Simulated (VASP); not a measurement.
Here is the system:

```
CELL_PARAMETERS angstrom
      3.96588     0.00000     0.00000
      0.00000     3.96588     0.00000
      0.00000     0.00000     4.11427
ATOMIC_POSITIONS crystal
  Ba 0.00000 0.00000 0.00529
  Ti 0.50000 0.50000 0.52441
  O  0.50000 0.50000 0.96727
  O  0.00000 0.50000 0.48352
  O  0.50000 0.00000 0.48352
```

All values below come from AM05 GGA, VASP's PBE PAW potentials (set 64) (plane waves; VASP). Settings: 520 eV cut-off, Gaussian smearing of 0.050 eV, potentials Ba_sv Ti_sv O.

Unless said otherwise, spin-orbit coupling is left out, though it shifts the bands of the heavy elements here.

Q: Give the energies of bands 12 to 23 at the high-symmetry points, in eV from the valence-band maximum.

A: 
```json
[
 {"band": "12", "Γ": "-2.52", "X": "-4.13", "M": "-4.47", "Z": "-4.10", "R": "-4.36", "A": "-4.57"},
 {"band": "13", "Γ": "-2.43", "X": "-2.94", "M": "-4.24", "Z": "-2.89", "R": "-4.24", "A": "-3.92"},
 {"band": "14", "Γ": "-2.43", "X": "-2.94", "M": "-3.93", "Z": "-2.89", "R": "-3.87", "A": "-3.86"},
 {"band": "15", "Γ": "-1.60", "X": "-2.62", "M": "-3.00", "Z": "-2.13", "R": "-3.05", "A": "-2.69"},
 {"band": "16", "Γ": "-1.60", "X": "-2.05", "M": "-3.00", "Z": "-2.13", "R": "-2.75", "A": "-2.59"},
 {"band": "17", "Γ": "-1.31", "X": "-1.99", "M": "-1.96", "Z": "-2.08", "R": "-1.83", "A": "-2.59"},
 {"band": "18", "Γ": "-0.72", "X": "-1.76", "M": "-1.12", "Z": "-2.06", "R": "-1.10", "A": "-0.34"},
 {"band": "19", "Γ": "-0.50", "X": "-1.41", "M": "-1.12", "Z": "-0.74", "R": "-1.04", "A": "-0.34"},
 {"band": "20", "Γ": "-0.50", "X": "-1.18", "M": "-0.07", "Z": "-0.74", "R": "-0.42", "A": "0.00"},
 {"band": "21", "Γ": "1.76", "X": "2.39", "M": "3.64", "Z": "1.91", "R": "3.54", "A": "4.12"},
 {"band": "22", "Γ": "2.29", "X": "3.52", "M": "3.64", "Z": "3.52", "R": "3.56", "A": "4.12"},
 {"band": "23", "Γ": "2.29", "X": "3.61", "M": "3.99", "Z": "3.52", "R": "3.85", "A": "4.20"}
]
```

The gap is indirect, 1.76 eV, from the valence maximum at A to the conduction minimum at Γ.

The compound is BaTiO3 in the tetragonal perovskite structure. It was relaxed first.
